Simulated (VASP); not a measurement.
**CdP: structure and properties in VASP**

Wanted: the relaxed cell of CdP and its properties. The steps: full relaxation (vdW-DF2), second relaxation, single point with fields (vdW-DF2), band structure (vdW-DF2), total and projected DOS (vdW-DF2), bands along the symmetry lines (r2SCAN) and independent-particle dielectric function (vdW-DF2). The cell is invented: it takes the structure of a Materials Project entry for SnP (space group 225 there), with some of its atoms replaced by other elements, volume scaled by an estimate. It may not be a known or stable phase.

Calculated with VASP 6.6.1; vdW-DF2; plane waves and PAW (Cd, P), in the first sound run; inputs show where later runs differ.

This is a report of a sequence of runs, with most program output left out.

**1. Set-up**

Before any relaxation, the start is as follows. The structure is cubic, space group Fm-3m (No. 225). Conventional cell: a = 5.431 Å, b = 5.431 Å, c = 5.431 Å, α = 90.00°, β = 90.00°, γ = 90.00°. Cd has 6 P at 2.72 Å nearest. Nearest to P lie 6 Cd at 2.72 Å. It derives from SnP. it takes the structure of a Materials Project entry for SnP (space group 225 there), with some of its atoms replaced by other elements, volume scaled by an estimate. Farther neighbours are not listed.

**2. Full relaxation (vdW-DF2)**

The start need not lie at this functional's minimum. ISIF = 3 frees volume, shape and positions, and EDIFFG sets the threshold on forces and stress at which the search stops. vdW-DF2 was tuned for molecules and tends to expand solids. LUSE_VDW switches on a nonlocal correlation term for dispersion.

INCAR

```
SYSTEM = CdP
PREC = Accurate
ENCUT = 400
EDIFF = 1E-06
NELM = 100
ISMEAR = 0
SIGMA = 0.05
LREAL = .FALSE.
ALGO = Normal
GGA = ML
AGGAC = 0
LUSE_VDW = .TRUE.
ZAB_VDW = -1.8867
LASPH = .TRUE.
LORBIT = 11
LWAVE = .FALSE.
LCHARG = .FALSE.
IBRION = 2
NSW = 60
ISIF = 3
EDIFFG = -0.01
```

POSCAR

```
CdP
1.0
    0.0000000000      2.7155210000      2.7155210000
    2.7155210000      0.0000000000      2.7155210000
    2.7155210000      2.7155210000      0.0000000000
Cd P
1 1
Direct
    0.5000000000      0.5000000000      0.5000000000
    0.0000000000      0.0000000000      0.0000000000
```

KPOINTS

```
Automatic mesh
0
Gamma
7 7 7
0 0 0
```

Potentials, in the order of the species: Cd and P (PBE family, release 64).

Command:

```
$ mpirun -np 1 vasp_std
```

It took 86 s on 1 MPI rank of AMD EPYC 7R43, shared host; peak memory 0.29 GiB.

This run has no spin polarisation. Its electron count is odd, so without a moment it is a metal by construction. The k-mesh is coarse for a metal. The PAW data sets were made with PBE, which is usual practice but a small mismatch for other functionals. After so large a change of volume the plane waves of the start cell no longer fit, so the final stress carries a basis-set error. The run keeps the 48 symmetry operations of its start, so it cannot find a distortion of lower symmetry.

Step by step:

```tsv
step	energy less that of the first step (eV)	largest force (eV/Å)	pressure (GPa)	volume (Å³)
1	0.0000	0.0000	9.91	40.05
2	-0.1525	0.0000	-1.67	47.67
3	-0.1613	0.0000	0.01	45.96
```

```tsv
conventional cell, symmetrised	before	after	change
a (Å)	5.431	5.686	+4.7 %
b (Å)	5.431	5.686	+4.7 %
c (Å)	5.431	5.686	+4.7 %
volume (Å³/atom)	20.02	22.98	+14.8 %
```

The relaxed structure:

```cif
data_structure
_symmetry_space_group_name_H-M 'P 1'
_symmetry_Int_Tables_number 1
_cell_length_a 4.0206
_cell_length_b 4.0206
_cell_length_c 4.0206
_cell_angle_alpha 60.000
_cell_angle_beta 60.000
_cell_angle_gamma 60.000
_cell_volume 45.96
loop_
_atom_site_label
_atom_site_type_symbol
_atom_site_fract_x
_atom_site_fract_y
_atom_site_fract_z
_atom_site_occupancy
Cd1 Cd 0.50000 0.50000 0.50000 1
P2 P 0.00000 0.00000 0.00000 1
```

Numbers from this step:

| Quantity | Value |
| --- | --- |
| electrons | 17 |
| bands | 12 |
| irreducible k-points | 20 |
| symmetry operations | 48 |
| free energy (TOTEN) | -0.3583 eV |
| energy at zero smearing | -0.3558 eV |
| Fermi energy | 2.689 eV |
| pressure | 0.006920 GPa |
| metallic | yes |
| SCF cycles over all ionic steps | 29 |

It ends with forces that vanish by symmetry and a pressure of 0.01 GPa.

**3. Second relaxation**

The basis stayed that of the start cell while the cell moved. A rerun from the cell reached resets it; the error of the finite cutoff stays.

INCAR is that of step 2.

POSCAR

```
CdP
1.0
    0.0000000000      2.8429941589      2.8429941589
    2.8429941589      0.0000000000      2.8429941589
    2.8429941589      2.8429941589      0.0000000000
Cd P
1 1
Direct
    0.5000000000      0.5000000000      0.5000000000
    0.0000000000      0.0000000000      0.0000000000
```

KPOINTS is that of step 2.

Command:

```
$ mpirun -np 1 vasp_std
```

Elapsed: 58 s, on 1 MPI rank; peak memory 0.28 GiB.

Little changed from the start: no atom moved by 0.005 Å and no cell edge by 0.1 %.

This step gave:

| Property | Result |
| --- | --- |
| free energy (TOTEN) | -0.3747 eV |
| energy at zero smearing | -0.3721 eV |
| Fermi energy | 2.671 eV |
| pressure | -0.001812 GPa |
| SCF cycles over all ionic steps | 19 |

It ends with forces that vanish by symmetry and a pressure of 0.00 GPa.

**4. Single point with fields (vdW-DF2)**

The relaxed cell gets a fresh self-consistent run, on a basis set for its own volume, to fix the density and to check the remaining stress.

Changes to INCAR since step 3:

```diff
@@ -16,6 +16,5 @@
 LWAVE = .FALSE.
-LCHARG = .FALSE.
-IBRION = 2
-NSW = 60
-ISIF = 3
-EDIFFG = -0.01
+LCHARG = .TRUE.
+ISIF = 2
+LELF = .TRUE.
+LVHAR = .TRUE.
```

POSCAR

```
CdP
1.0
    0.0000000000      2.8450135600      2.8450135600
    2.8450135600      0.0000000000      2.8450135600
    2.8450135600      2.8450135600      0.0000000000
Cd P
1 1
Direct
    0.5000000000      0.5000000000      0.5000000000
    0.0000000000      0.0000000000      0.0000000000
```

KPOINTS is that of step 3.

Command:

```
$ mpirun -np 1 vasp_std
```

Elapsed: 47 s, on 1 MPI rank; peak memory 0.28 GiB.

This step gave:

```
SCF cycles              : 13
free energy (TOTEN)     : -0.3748 eV
energy at zero smearing : -0.3722 eV
pressure                : -0.009461 GPa
```

Valence electrons inside each PAW sphere by angular momentum. Sphere charges, by row:

```tsv
atom	s (e)	p (e)	d (e)	tot (e)
Cd1	0.485	0.258	9.513	10.26
P2	1.113	1.329	0	2.441
```

ELF in the ac plane of the conventional cell at fractional y = 0.000, with atoms of Cd and P within 0.2 Å of it. It is the smooth field of the valence electrons, not physical close to the nuclei.

Ten even steps from '0' (0.02) to '9' (0.83), each cell a mean:
```
5897321000225996
9996222112224899
9974112222112589
5431112333211245
2211146777521122
2221379999852122
0122499879973220
0022599547973210
0022599658973210
1222489999962221
2211258999741122
3321124554311123
7752112222111467
9985212222213799
7997322001224998
4797321000225995
```
Columns run along a (5.7 Å), rows up along c (5.7 Å), edges of the conventional cell, whose origin can differ from the input's. Atoms in or near the plane, at fractional coordinates: Cd at (0.50, 0.00), Cd at (0.00, 0.50), P at (0.00, 0.00), P at (0.50, 0.50).

Valence density in the ac plane of the conventional cell at fractional y = 0.000, with atoms of Cd and P within 0.2 Å of it. It is the smooth field of the valence electrons, not physical close to the nuclei.

Ten steps, logarithmic in the rise over the least value, from '0' (-0.1 e/Å³) to '9' (8.7 e/Å³), each cell a mean:
```
3443347998533443
4443235776433344
4332223444322334
3322222333222233
3322223333222233
6532234444322345
8753334444433468
9863344304433479
9853344334433479
7643334444432357
4432233443322234
3322223333222223
3322223333222233
4432234565322344
4443346887533344
0443347998633443
```
Columns run along a (5.7 Å), rows up along c (5.7 Å), edges of the conventional cell, whose origin can differ from the input's. Atoms in or near the plane, at fractional coordinates: Cd at (0.50, 0.00), Cd at (0.00, 0.50), P at (0.00, 0.00), P at (0.50, 0.50).

Electrostatic potential energy in the ac plane of the conventional cell at fractional y = 0.000, with atoms of Cd and P within 0.2 Å of it. With pseudopotentials it is smooth inside the atoms' cores, unlike the true potential.

Values in eV, 16 rows by 16 columns, each cell a mean:
```
-80 -60 -16  -1   0  -7 -12 -14 -14 -13 -10  -3   0  -6 -39 -76
-46 -25  -5   1   1  -3 -10 -12 -12 -11  -7   0   2  -1 -14 -39
 -7  -3   1   3   3   1  -3  -7  -8  -5  -1   2   3   2  -1  -6
  0   1   2   3   3   3   1   0  -1   0   2   3   3   3   2   0
 -4  -2   1   3   3   3   1  -1  -2   0   2   3   3   2   0  -3
-11  -9  -4   1   2   1  -5 -16 -20 -10  -2   2   2  -1  -7 -10
-14 -12  -9  -2   1  -3 -25 -60 -68 -44 -10   0   0  -5 -11 -13
-15 -14 -11  -4   0  -7 -46 -80 -81 -68 -20  -2  -1  -8 -12 -14
-14 -13 -10  -3   0  -6 -39 -76 -80 -60 -16  -1   0  -7 -12 -14
-12 -11  -7   0   2  -1 -14 -39 -46 -25  -5   1   1  -3 -10 -12
 -8  -5  -1   2   3   2  -1  -6  -7  -3   1   3   3   1  -3  -7
 -1   0   2   3   3   3   2   0   0   1   2   3   3   3   1   0
 -2   0   2   3   3   2   0  -3  -4  -2   1   3   3   3   1  -1
-20 -10  -2   2   2  -1  -7 -10 -11  -9  -4   1   2   1  -5 -16
-68 -44 -10   0   0  -5 -11 -13 -14 -12  -9  -2   1  -3 -25 -60
-81 -68 -20  -2  -1  -8 -12 -14 -15 -14 -11  -4   0  -7 -46 -80
```
Columns run along a (5.7 Å; values clipped at the 3rd and 97th percentile), rows up along c (5.7 Å), edges of the conventional cell, whose origin can differ from the input's. Atoms in or near the plane, at fractional coordinates: Cd at (0.50, 0.00), Cd at (0.00, 0.50), P at (0.00, 0.00), P at (0.50, 0.50).

In this run the pressure is -0.01 GPa, small enough to go on.

**5. Band structure (vdW-DF2)**

The mesh alone shows little of the dispersion and can miss band extrema, so KPOINTS_OPT adds a path through the symmetry points after the self-consistent cycle.

Changes to INCAR since step 4:

```diff
@@ -16,5 +16,2 @@
 LWAVE = .FALSE.
-LCHARG = .TRUE.
-ISIF = 2
-LELF = .TRUE.
-LVHAR = .TRUE.
+LCHARG = .FALSE.
```

POSCAR is that of step 4.

KPOINTS is that of step 4.

KPOINTS_OPT

```
Line mode
16
Line-mode
Reciprocal
  0.00000000   0.00000000   0.00000000 GAMMA
  0.50000000   0.00000000   0.50000000 X

  0.50000000   0.00000000   0.50000000 X
  0.50000000   0.25000000   0.75000000 W

  0.50000000   0.25000000   0.75000000 W
  0.37500000   0.37500000   0.75000000 K

  0.37500000   0.37500000   0.75000000 K
  0.00000000   0.00000000   0.00000000 GAMMA

  0.00000000   0.00000000   0.00000000 GAMMA
  0.50000000   0.50000000   0.50000000 L

  0.50000000   0.50000000   0.50000000 L
  0.62500000   0.25000000   0.62500000 U

  0.62500000   0.25000000   0.62500000 U
  0.50000000   0.25000000   0.75000000 W

  0.50000000   0.25000000   0.75000000 W
  0.50000000   0.50000000   0.50000000 L

  0.50000000   0.50000000   0.50000000 L
  0.37500000   0.37500000   0.75000000 K

  0.62500000   0.25000000   0.62500000 U
  0.50000000   0.00000000   0.50000000 X
```

Command:

```
$ mpirun -np 1 vasp_std
```

Elapsed: 72 s, on 1 MPI rank; peak memory 0.28 GiB.

Spin-orbit coupling is off here; it would split degenerate levels.

The electronic bands at the labelled points (eV, zero at the Fermi level; # counts the bands kept):

```tsv
point	#5	#6	#7	#8	#9
Γ	-8.09	0.20	0.20	0.20	1.39
0.53 of the way	-7.99	-2.14	-0.66	-0.66	2.32
X	-6.70	-3.47	-1.34	-1.34	-0.42
0.53 of the way	-6.82	-3.16	-2.37	-1.76	1.54
W	-6.90	-2.74	-2.51	-2.51	3.26
0.47 of the way	-6.95	-3.05	-2.81	-1.55	2.61
K	-7.00	-3.20	-2.93	-0.68	1.71
0.53 of the way	-7.95	-2.73	-0.76	0.81	4.47
Γ	-8.09	0.20	0.20	0.20	1.39
0.47 of the way	-8.02	-2.54	0.42	0.42	3.58
L	-7.94	-4.58	0.77	0.77	3.74
0.47 of the way	-7.72	-4.28	-0.80	0.22	3.29
U	-7.00	-3.20	-2.93	-0.68	1.71
0.47 of the way	-6.96	-3.09	-2.84	-1.39	2.45
W	-6.90	-2.74	-2.51	-2.51	3.26
0.47 of the way	-7.49	-4.06	-1.30	-0.51	3.47
L	-7.94	-4.58	0.77	0.77	3.74
0.53 of the way	-7.62	-4.19	-1.12	0.09	3.04
K	-7.00	-3.20	-2.93	-0.68	1.71
jump to U	-7.00	-3.20	-2.93	-0.68	1.71
0.47 of the way	-6.78	-3.31	-2.33	-1.14	0.62
X	-6.70	-3.47	-1.34	-1.34	-0.42
```

Of the projections kept (Cd, P), the largest for each band there; the rest of the weight can lie on other orbitals:

```tsv
point	#5	#6	#7	#8	#9
Γ	Cd 1.00	P 0.91	P 0.91	P 0.91	Cd 0.54
X	Cd 0.75	P 0.70	P 0.81	P 0.81	Cd 0.90
W	Cd 0.75	Cd 0.68	P 0.70	P 0.70	P 0.54
K	Cd 0.75	Cd 0.61	P 0.69	P 0.78	Cd 0.70
Γ	Cd 1.00	P 0.91	P 0.91	P 0.91	Cd 0.54
L	Cd 1.00	Cd 0.66	P 0.84	P 0.84	Cd 0.55
```

There is no gap at this level.

**6. Total and projected DOS (vdW-DF2)**

Here the states are counted by energy and projected on the atoms. The mesh is finer than in the run before.

Changes to INCAR since step 5:

```diff
@@ -5,3 +5,3 @@
 NELM = 100
-ISMEAR = 0
+ISMEAR = -5
 SIGMA = 0.05
@@ -17 +17,2 @@
 LCHARG = .FALSE.
+NEDOS = 2001
```

POSCAR is that of step 5.

KPOINTS

```
Automatic mesh
0
Gamma
10 10 10
0 0 0
```

Command:

```
$ mpirun -np 1 vasp_std
```

It took 46 s on 1 MPI rank; peak memory 0.29 GiB.

With tetrahedra the forces and stress of a metal are not exact derivatives of the energy.

Numbers from this step:

```
irreducible k-points   : 47
free energy (TOTEN)    : -0.3928 eV
Fermi energy           : 2.704 eV
pressure               : -0.2325 GPa
DOS at the Fermi level : 1.511 states/eV/cell
```

The density of states has structure finer than the step of the table below, so its rows give means over 0.5 eV, whole bins alone (the curve runs from -11.9 to 5.08 eV). Peaks (eV: height): total -8.18: 44.6, -7.98: 26.7; Cd d -8.18: 41.1, -7.98: 25.4.

States under -11.9 eV and over 5.1 eV are left out. Table of density of states by energy, zero at the Fermi level; means over each step; values in states/eV/cell:

```tsv
energy (eV)	total	Cd d
-11.5	0	0
-11.0	0.00639	0
-10.5	0.362	0.00516
-10.0	2.87	0.585
-9.5	0.735	0.114
-9.0	0	0
-8.5	1.75	1.60
-8.0	15.7	14.5
-7.5	1.28	0.908
-7.0	0.786	0.507
-6.5	7.8e-5	4.4e-5
-6.0	0	0
-5.5	0	0
-5.0	0	0
-4.5	0.228	0.0123
-4.0	0.867	0.0376
-3.5	1.73	0.0588
-3.0	0.674	0.0244
-2.5	0.728	0.0203
-2.0	0.906	0.0245
-1.5	1.23	0.0340
-1.0	1.46	0.0461
-0.5	1.48	0.0570
0.0	1.53	0.0656
0.5	1.33	0.0741
1.0	0.170	0.00207
1.5	0.237	0.00269
2.0	0.349	0.00501
2.5	0.520	0.00924
3.0	0.891	0.0198
3.5	0.879	0.0163
4.0	0.800	0.0113
4.5	0.193	0.00247
```

The finer mesh and the other smearing move the Fermi level by +0.03 eV from the 7×7×7 run, a small shift, which tests the Fermi level alone.

**7. Bands along the symmetry lines (r2SCAN)**

This step: r2SCAN; plane waves and PAW (Cd, P); invented cell (VASP 6.6.1).

Levels along the symmetry lines show where the bands peak and cross; KPOINTS_OPT computes them in the converged potential. r2SCAN adds the kinetic-energy density, costs more than a GGA and is run with LASPH.

INCAR

```
SYSTEM = CdP
PREC = Accurate
ENCUT = 400
EDIFF = 1E-06
NELM = 100
ISMEAR = 0
SIGMA = 0.05
LREAL = .FALSE.
ALGO = Normal
METAGGA = R2SCAN
LASPH = .TRUE.
LORBIT = 11
LWAVE = .FALSE.
LCHARG = .FALSE.
```

POSCAR is that of step 6.

KPOINTS

```
Automatic mesh
0
Gamma
7 7 7
0 0 0
```

KPOINTS_OPT is that of step 5.

Command:

```
$ mpirun -np 1 vasp_std
```

Elapsed: 3.2 min, on 1 MPI rank; peak memory 0.13 GiB.

At this level the cell is under a tension of 8.0 GPa, so at these settings it is away from equilibrium.

This step gave:

* SCF cycles: 14
* irreducible k-points: 20
* free energy (TOTEN): -28.48 eV
* energy at zero smearing: -28.48 eV
* Fermi energy: 2.485 eV
* pressure: -7.964 GPa

The electronic bands at the labelled points (eV, zero at the Fermi level; # counts the bands kept):

```tsv
point	#5	#6	#7	#8	#9
Γ	-8.32	0.24	0.24	0.24	2.11
0.53 of the way	-8.23	-2.08	-0.72	-0.72	2.71
X	-6.84	-3.77	-1.45	-1.45	0.01
0.53 of the way	-6.96	-3.43	-2.35	-1.92	1.90
W	-7.05	-2.73	-2.73	-2.71	3.72
0.47 of the way	-7.11	-3.11	-3.05	-1.64	3.00
K	-7.16	-3.27	-3.19	-0.75	2.06
0.53 of the way	-8.19	-2.70	-0.84	0.87	5.11
Γ	-8.32	0.24	0.24	0.24	2.11
0.47 of the way	-8.26	-2.52	0.46	0.46	4.12
L	-8.18	-4.73	0.81	0.81	3.94
0.47 of the way	-7.95	-4.43	-0.88	0.21	3.63
U	-7.16	-3.27	-3.19	-0.75	2.06
0.47 of the way	-7.12	-3.15	-3.08	-1.48	2.83
W	-7.05	-2.73	-2.73	-2.71	3.72
0.47 of the way	-7.70	-4.19	-1.42	-0.54	3.90
L	-8.18	-4.73	0.81	0.81	3.94
0.53 of the way	-7.84	-4.33	-1.22	0.07	3.39
K	-7.16	-3.27	-3.19	-0.75	2.06
jump to U	-7.16	-3.27	-3.19	-0.75	2.06
0.47 of the way	-6.92	-3.59	-2.37	-1.24	0.97
X	-6.84	-3.77	-1.45	-1.45	0.01
```

Of the projections kept (Cd, P), the largest for each band there; the rest of the weight can lie on other orbitals:

```tsv
point	#5	#6	#7	#8	#9
Γ	Cd 1.00	P 0.91	P 0.91	P 0.91	Cd 0.52
X	Cd 0.75	P 0.70	P 0.80	P 0.80	Cd 0.90
W	Cd 0.75	P 0.70	P 0.70	Cd 0.66	Cd 0.50
K	Cd 0.76	Cd 0.58	P 0.68	P 0.77	Cd 0.73
Γ	Cd 1.00	P 0.91	P 0.91	P 0.91	Cd 0.52
L	Cd 1.00	Cd 0.65	P 0.83	P 0.83	Cd 0.51
```

There is no gap at this level.

**8. Independent-particle dielectric function (vdW-DF2)**

This step: vdW-DF2; plane waves and PAW (Cd, P); invented cell (VASP 6.6.1).

LOPTICS sums transitions from filled to empty bands. The mesh is finer than in the run before. NBANDS is raised for it.

Changes to INCAR since step 7:

```diff
@@ -9,3 +9,6 @@
 ALGO = Normal
-METAGGA = R2SCAN
+GGA = ML
+AGGAC = 0
+LUSE_VDW = .TRUE.
+ZAB_VDW = -1.8867
 LASPH = .TRUE.
@@ -14 +17,5 @@
 LCHARG = .FALSE.
+LOPTICS = .TRUE.
+NEDOS = 1500
+CSHIFT = 0.1
+NBANDS = 24
```

POSCAR is that of step 7.

KPOINTS

```
Automatic mesh
0
Gamma
10 10 10
0 0 0
```

Command:

```
$ mpirun -np 1 vasp_std
```

It took 62 s on 1 MPI rank; peak memory 0.33 GiB.

These are independent-particle spectra without excitons or local fields, and fine structure depends on the mesh and on CSHIFT. The intraband (Drude) part is not in this spectrum.

This step gave:

| Property | Result |
| --- | --- |
| SCF cycles | 12 |
| bands | 24 |
| irreducible k-points | 47 |
| free energy (TOTEN) | -0.3931 eV |
| energy at zero smearing | -0.3923 eV |
| Fermi energy | 2.789 eV |
| pressure | -0.2346 GPa |

The imaginary dielectric function, xx has structure finer than the step of the table below, so its rows give means over 0.5 eV, whole bins alone (the curve runs from 0 to 25.0 eV). Peaks (eV: height): 0.24: 159.

Table of imaginary dielectric function, xx by photon energy; means over each step:

```tsv
photon energy (eV)	imaginary dielectric function, xx
0.5	59.0
1.0	10.5
1.5	9.24
2.0	9.76
2.5	14.8
3.0	11.7
3.5	10.2
4.0	6.04
4.5	5.85
5.0	2.52
5.5	1.97
6.0	1.35
6.5	1.79
7.0	4.37
7.5	3.98
8.0	2.87
8.5	2.18
9.0	2.08
9.5	1.62
10.0	1.58
10.5	1.19
11.0	1.04
11.5	0.813
12.0	0.643
12.5	0.639
13.0	0.687
13.5	0.765
14.0	0.731
14.5	0.717
15.0	0.726
15.5	0.835
16.0	0.591
16.5	0.421
17.0	0.334
17.5	0.323
18.0	0.309
18.5	0.336
19.0	0.347
19.5	0.288
20.0	0.352
20.5	0.292
21.0	0.331
21.5	0.273
22.0	0.267
22.5	0.217
23.0	0.270
23.5	0.262
24.0	0.242
24.5	0.191
```

Real dielectric function, xx against photon energy:

```tsv
photon energy (eV)	real dielectric function, xx
0	176
1	1.14
2	11.0
3	0.770
4	-4.55
5	-1.93
6	-0.378
7	2.45
8	-1.66
9	-0.908
10	-0.792
11	-0.476
12	-0.0676
13	0.110
14	0.280
15	0.489
16	0.0973
17	0.278
18	0.481
19	0.426
20	0.559
21	0.554
22	0.553
23	0.685
24	0.574
```

**9. Summary of results**

```json
{
  "relaxed volume": "23.03 Å³/atom",
  "relaxed conventional cell a, b, c": "5.690, 5.690, 5.690 Å",
  "space group after relaxing, within 0.02 Å": "Fm-3m (No. 225)",
  "band gap": "none, a metal",
  "DOS at the Fermi level": "1.51 states/eV/cell",
  "band gap (r2SCAN)": "none, a metal"
}
```

In words: With vdW-DF2, CdP relaxes to 23.03 Å³/atom in space group Fm-3m (held by the symmetry of the run) and comes out as a metal. Band structure (vdW-DF2): Of the bands kept, 4 cross the Fermi level on this path. Bands along the symmetry lines (r2SCAN): Of the bands kept, 3 cross the Fermi level on this path. The other levels ran on the cell relaxed with vdW-DF2, and without spin-orbit coupling unless named. Spin-orbit coupling is left out; it would split some degenerate bands. The k-sampling is coarse for a metal, so the Fermi level, pressures and the shape of the cell carry errors. With an odd electron count and no spin the cell is a metal by construction. No search among competing phases was made. All values are for a static lattice at zero temperature.

[Lines on the potential files, build, host, timing and source positions are cut from VASP's logs without a mark.]

[Logs are printed without paths, hosts, clocks, repeated set-up lines and the standing remarks that a program may print on its own settings, such as how far it seeks lower states.]

[Hosts, paths, dates, database ids (printed as entryN), source tags and the programs' standing remarks are cut or masked in the printed files.]

[A measured line is paired with the nearest computed mode of its activity, which favours agreement.]
